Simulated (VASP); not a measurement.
Output of a VASP run:

**OSZICAR**
```
       N       E                     dE             d eps       ncg     rms          rms(c)
DAV:   1     0.874847991929E+02    0.87485E+02   -0.58195E+03   672   0.104E+03
DAV:   2     0.366125066960E+01   -0.83824E+02   -0.77232E+02   988   0.156E+02
DAV:   3    -0.254365216382E+01   -0.62049E+01   -0.61748E+01   844   0.494E+01
DAV:   4    -0.265812549505E+01   -0.11447E+00   -0.11444E+00   872   0.848E+00
DAV:   5    -0.266038408172E+01   -0.22586E-02   -0.22585E-02   848   0.121E+00    0.361E+00
DAV:   6    -0.250719961892E+01    0.15318E+00   -0.22463E-01   716   0.263E+00    0.253E+00
DAV:   7    -0.249173716638E+01    0.15462E-01   -0.16100E-01   788   0.231E+00    0.857E-01
DAV:   8    -0.249232072822E+01   -0.58356E-03   -0.80991E-03   752   0.601E-01    0.272E-01
DAV:   9    -0.249275500619E+01   -0.43428E-03   -0.14609E-03   820   0.322E-01    0.803E-02
DAV:  10    -0.249274959631E+01    0.54099E-05   -0.19475E-05   880   0.382E-02    0.593E-02
DAV:  11    -0.249275850955E+01   -0.89132E-05   -0.14774E-05   780   0.356E-02    0.161E-02
DAV:  12    -0.249275928698E+01   -0.77744E-06   -0.47888E-06   796   0.170E-02    0.138E-02
DAV:  13    -0.249275980274E+01   -0.51576E-06   -0.39743E-07   856   0.431E-03    0.714E-03
DAV:  14    -0.249276018881E+01   -0.38607E-06   -0.82839E-08   512   0.287E-03    0.432E-03
DAV:  15    -0.249276004843E+01    0.14038E-06   -0.26111E-08   440   0.160E-03    0.125E-03
DAV:  16    -0.249276000636E+01    0.42070E-07   -0.54069E-09   404   0.508E-04
   1 F= -.24927600E+01 E0= -.24927600E+01  d E =0.000000E+00
```

**OUTCAR**
```
------------------------ aborting loop because EDIFF is reached ----------------------------------------
  FORCE on cell =-STRESS in cart. coord.  units (eV):
  Direction    XX          YY          ZZ          XY          YZ          ZX
  --------------------------------------------------------------------------------------
  Total       -0.0217661     -0.0217661     -0.0123752      0.0000000      0.0000000      0.0000000
  in kB       -0.3347003     -0.3347002     -0.1902944      0.0000000      0.0000000      0.0000000
  external PRESSURE =      -0.2865650 kB  Pullay stress =       0.0000000 kB
  volume of cell :      104.19
      direct lattice vectors                 reciprocal lattice vectors
     2.089226667 -3.618646302  0.000000000     0.239323003 -0.138173217  0.000000000
     2.089226667  3.618646302  0.000000000     0.239323003  0.138173217  0.000000000
     0.000000000  0.000000000  6.890866234     0.000000000  0.000000000  0.145119636
 POSITION                                       TOTAL-FORCE (eV/Angst)
 -----------------------------------------------------------------------------------
      0.00000      0.00000      0.00000         0.000000      0.000000      0.000000
      2.08923      1.20622      1.67467         0.000000     -0.000000      0.018437
      2.08923     -1.20622      5.21619        -0.000000      0.000000     -0.018437
 -----------------------------------------------------------------------------------
    total drift:                               -0.000000     -0.000000      0.000000
  FREE ENERGIE OF THE ION-ELECTRON SYSTEM (eV)
  ---------------------------------------------------
  free  energy   TOTEN  =        -2.4927600064 eV

  energy  without entropy=       -2.4927600064  energy(sigma->0) =       -2.49276001

 total charge

# of ion       s       p       d       tot
------------------------------------------
    1        0.139   0.109   0.027   0.275
    2        1.513   2.820   0.013   4.345
    3        1.513   2.820   0.013   4.345
--------------------------------------------------
tot          3.164   5.749   0.052   8.966

 Electric field gradients after diagonalization (V/A^2)
 (convention: |V_zz| > |V_xx| > |V_yy|)
----------------------------------------------------------------------
 ion       V_xx      V_yy      V_zz     asymmetry (V_yy - V_xx)/ V_zz
----------------------------------------------------------------------
   1      -0.152    -0.152     0.305       0.000
   2      22.958    22.956   -45.914       0.000
   3      22.958    22.956   -45.914       0.000
```
(Selected blocks of OUTCAR.)

**POSCAR**
```
MgI2
1
    2.0892266671    -3.6186463015     0.0000000000
    2.0892266671     3.6186463015     0.0000000000
    0.0000000000     0.0000000000     6.8908662340
Mg I
1 2
Direct
  0.0000000000   0.0000000000   0.0000000000
  0.3333330000   0.6666670000   0.2430280025
  0.6666670000   0.3333330000   0.7569719975
```

Question: Write an INCAR and KPOINTS that could have produced this output.

Answer: One answer among several that fit: the input of the run itself, optB88-vdW, plane waves, VASP's PBE PAW potentials (set 64).

**KPOINTS**
```
Automatic
0
G
  7 7 4
0 0 0
```

**INCAR**
```
SYSTEM = MgI2
PREC = Accurate
ENCUT = 520
EDIFF = 1E-7
NELM = 100
ALGO = Normal
LREAL = .FALSE.
LASPH = .TRUE.
ISMEAR = -5
GGA = BO
PARAM1 = 0.1833333333
PARAM2 = 0.22
LUSE_VDW = .TRUE.
AGGAC = 0.0
LMAXMIX = 4
LWAVE = .FALSE.
LCHARG = .TRUE.
LORBIT = 11
NEDOS = 601
ISIF = 2
LEFG = .TRUE.
```

POTCAR, in this order: Mg I (PBE.64 set). Program: vasp_std.

The compound is MgI2 in the 1T layered structure. It was relaxed first.
